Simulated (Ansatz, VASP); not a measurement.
# Al2B3P5: VASP beside Ansatz

```
Al B P
1.0
     0.00000   -3.43420    0.00000
     3.43420    0.00000    0.00000
    -1.71710    1.71710   12.79179
Al B P
2 3 5
Direct
  0.89648 0.89648 0.79296
  0.10352 0.10352 0.20704
  0.50000 0.50000 0.00000
  0.70685 0.70685 0.41371
  0.29315 0.29315 0.58629
  0.45719 0.95719 0.91438
  0.04281 0.54281 0.08562
  0.66419 0.16419 0.32837
  0.25000 0.75000 0.50000
  0.83581 0.33581 0.67163
```

Alike in both runs: task single point; functional PBE; k mesh 4 × 4 × 4; occupations gaussian, width 0.1 eV; no spin polarisation.

|  | VASP | Ansatz |
| --- | --- | --- |
| version | VASP 6.6.1 | Ansatz 0.2.0 |
| potentials or method | VASP PAW PBE potentials, release 64 (Al, B, P) | scalar-relativistic, plane waves, PAW |
| plane-wave cutoff (eV) | 520 | 420 |
| valence electrons in the cell | 40 | 40 |

|  | VASP | Ansatz | Ansatz less VASP |
| --- | --- | --- | --- |
| gap on the k mesh at the Fermi level (eV) | 0.62 | 0.62 | +0.003 |
| least direct gap on the mesh (eV) | 0.63 | 0.64 | +0.002 |
| pressure (GPa) | 0.3 | 0.4 | +0.15 |
| largest component of the traceless stress (GPa) | 1.10 | 1.10 | 0.000 |
| rms of the force components (eV/Å) | 0.008 | 0.008 | +0.0006 |

Atom by atom the forces differ by 0.001 eV/Å (rms over components). With one functional, cell and mesh, what is left measures potentials, basis and numerics.

Caveats: the k mesh is coarse (spacing up to 0.46 Å⁻¹), so the values aren't converged. A k mesh can miss the band edges.
